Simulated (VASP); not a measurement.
Method: MS2 meta-GGA, VASP's PBE PAW potentials (set 64) (plane waves; VASP).

Input for VASP

KPOINTS_OPT:
```
k-points along high-symmetry lines
10
Line-mode
Reciprocal
  0.000000   0.000000   0.000000 ! GAMMA
  0.000000   0.500000   0.000000 ! X

  0.000000   0.500000   0.000000 ! X
  0.500000   0.500000   0.000000 ! M

  0.500000   0.500000   0.000000 ! M
  0.000000   0.000000   0.000000 ! GAMMA

  0.000000   0.000000   0.000000 ! GAMMA
  0.500000   0.500000   0.500000 ! R

  0.500000   0.500000   0.500000 ! R
  0.000000   0.500000   0.000000 ! X

  0.500000   0.500000   0.500000 ! R
  0.500000   0.500000   0.000000 ! M
```

**INCAR**
```
SYSTEM = FeAl
PREC = Accurate; ENCUT = 520; LREAL = .FALSE.
LASPH = .TRUE.
EDIFF = 1E-7; NELM = 100; ALGO = Normal
LMAXMIX = 4; LMIXTAU = .TRUE.
ISMEAR = -5
METAGGA = MS2
ISIF = 2
LWAVE = .FALSE.; LCHARG = .FALSE.; LORBIT = 11
NEDOS = 601
```

**KPOINTS**
```
Automatic mesh
0
Gamma
14 14 14
0 0 0
```

### POSCAR
```
FeAl
1
    2.8432711880     0.0000000000     0.0000000000
    0.0000000000     2.8432711880     0.0000000000
    0.0000000000     0.0000000000     2.8432711880
Al Fe
1 1
Direct
  0.5000000000   0.5000000000   0.5000000000
  0.0000000000   0.0000000000   0.0000000000
```

POTCAR, in this order: Al Fe (PBE.64 set). Program: vasp_std.

Output

OSZICAR:
```
       N       E                     dE             d eps       ncg     rms          rms(c)
DAV:   1     0.235669277740E+02    0.23567E+02   -0.51645E+03  2184   0.127E+03
DAV:   2    -0.267750492548E+02   -0.50342E+02   -0.48704E+02  2181   0.190E+02
DAV:   3    -0.284497217834E+02   -0.16747E+01   -0.16377E+01  2466   0.490E+01
DAV:   4    -0.284850110337E+02   -0.35289E-01   -0.35277E-01  2858   0.609E+00
DAV:   5    -0.284857009466E+02   -0.68991E-03   -0.68837E-03  2679   0.738E-01    0.292E+01
DAV:   6    -0.319530471525E+02   -0.34673E+01   -0.23092E+02  2352   0.266E+02    0.334E+01
DAV:   7    -0.196935314001E+02    0.12260E+02   -0.82226E+01  2374   0.120E+02    0.847E+00
DAV:   8    -0.196929390421E+02    0.59236E-03   -0.71288E-01  2710   0.103E+01    0.609E+00
DAV:   9    -0.197261253511E+02   -0.33186E-01   -0.37949E-02  3067   0.320E+00    0.304E+00
DAV:  10    -0.197466195539E+02   -0.20494E-01   -0.15779E-01  2362   0.685E+00    0.873E-01
DAV:  11    -0.197648064112E+02   -0.18187E-01   -0.18389E-01  2433   0.850E+00    0.892E-01
DAV:  12    -0.197501514628E+02    0.14655E-01   -0.35969E-02  2428   0.323E+00    0.446E-01
DAV:  13    -0.197446712511E+02    0.54802E-02   -0.21963E-02  2548   0.279E+00    0.173E-01
DAV:  14    -0.197446209066E+02    0.50345E-04   -0.49066E-04  2668   0.325E-01    0.795E-02
DAV:  15    -0.197446391315E+02   -0.18225E-04   -0.42978E-05  2413   0.129E-01    0.429E-02
DAV:  16    -0.197446295329E+02    0.95985E-05   -0.16151E-04  2458   0.263E-01    0.294E-02
DAV:  17    -0.197446199423E+02    0.95906E-05   -0.31722E-05  2533   0.987E-02    0.370E-03
DAV:  18    -0.197446193980E+02    0.54429E-06   -0.45591E-07  2270   0.106E-02    0.230E-03
DAV:  19    -0.197446194891E+02   -0.91065E-07   -0.16278E-07  1134   0.729E-03
   1 F= -.19744619E+02 E0= -.19744619E+02  d E =0.000000E+00
       N       E                     dE             ncg
```

File OUTCAR:
```
------------------------ aborting loop because EDIFF is reached ----------------------------------------
  FORCE on cell =-STRESS in cart. coord.  units (eV):
  Direction    XX          YY          ZZ          XY          YZ          ZX
  --------------------------------------------------------------------------------------
  Total       -0.0074971     -0.0074971     -0.0074971      0.0000000      0.0000000      0.0000000
  in kB       -0.5225764     -0.5225764     -0.5225764      0.0000000      0.0000000      0.0000000
  external PRESSURE =      -0.5225764 kB  Pullay stress =       0.0000000 kB
  volume of cell :       22.99
      direct lattice vectors                 reciprocal lattice vectors
     2.843271188  0.000000000  0.000000000     0.351707570  0.000000000  0.000000000
     0.000000000  2.843271188  0.000000000     0.000000000  0.351707570  0.000000000
     0.000000000  0.000000000  2.843271188     0.000000000  0.000000000  0.351707570
 POSITION                                       TOTAL-FORCE (eV/Angst)
 -----------------------------------------------------------------------------------
      1.42164      1.42164      1.42164         0.000000      0.000000      0.000000
      0.00000      0.00000      0.00000         0.000000      0.000000      0.000000
 -----------------------------------------------------------------------------------
    total drift:                                0.000000      0.000000      0.000000
  FREE ENERGIE OF THE ION-ELECTRON SYSTEM (eV)
  ---------------------------------------------------
  free  energy   TOTEN  =       -19.7446194891 eV

  energy  without entropy=      -19.7446194891  energy(sigma->0) =      -19.74461949

 total charge

# of ion       s       p       d       tot
------------------------------------------
    1        0.439   0.465   0.000   0.904
    2        0.458   0.529   6.488   7.475
--------------------------------------------------
tot          0.897   0.994   6.488   8.379
```
(Selected blocks of OUTCAR.)

**OUTCAR**
```
 val. band max:        8.0148435119   @ k =   0.4286   0.3571   0.2143

 cond. band min:       8.0077592135   @ k =   0.3571   0.3571   0.2143


 Fermi energy:         7.9898282848

 k-point     1 :       0.0000    0.0000    0.0000
  band No.  band energies     occupation
      1      -2.4358      2.00000
      2       6.1674      2.00000
      3       6.1677      2.00000
      4       8.0555     -0.17684
      5       8.0555     -0.71130
      6       8.0556     -0.05124
      7      14.9266      0.00000
      8      14.9267      0.00000
      9      14.9267      0.00000

 k-point     2 :       0.0714    0.0000    0.0000
  band No.  band energies     occupation
      1      -2.3366      2.00000
      2       6.1479      2.00000
      3       6.2015      2.00000
      4       7.9941      1.69801
      5       7.9942      1.19223
      6       8.0619     -0.11584
      7      14.1309      0.00000
      8      15.0697      0.00000
      9      15.0698      0.00000

 k-point     3 :       0.1429    0.0000    0.0000
  band No.  band energies     occupation
      1      -2.0411      2.00000
      2       6.0532      2.00000
      3       6.2983      2.00000
      4       7.8305      2.00041
      5       7.8306      2.00876
      6       8.0800     -0.14117
      7      12.7477      0.00000
      8      15.4795      0.00000
      9      15.4796      0.00000

 k-point     4 :       0.2143    0.0000    0.0000
  band No.  band energies     occupation
      1      -1.5551      2.00000
      2       5.7761      2.00000
      3       6.4434      2.00000
      4       7.6123      2.00000
      5       7.6125      2.00000
      6       8.1064     -0.04066
      7      11.5073      0.00000
      8      16.1111      0.00000
      9      16.1112      0.00000

 k-point     5 :       0.2857    0.0000    0.0000
  band No.  band energies     occupation
      1      -0.8885      2.00000
      2       5.1855      2.00000
      3       6.6127      2.00000
...
```

For a metal the tetrahedron method with Blöchl corrections gives inexact stress and forces.

The compound is FeAl in the CsCl type structure. It was relaxed first, which changed the volume by -7 %. The run is not spin-polarised, so no magnetic state was tried. The electron count is odd and the run is not spin-polarised, which forces a metal.
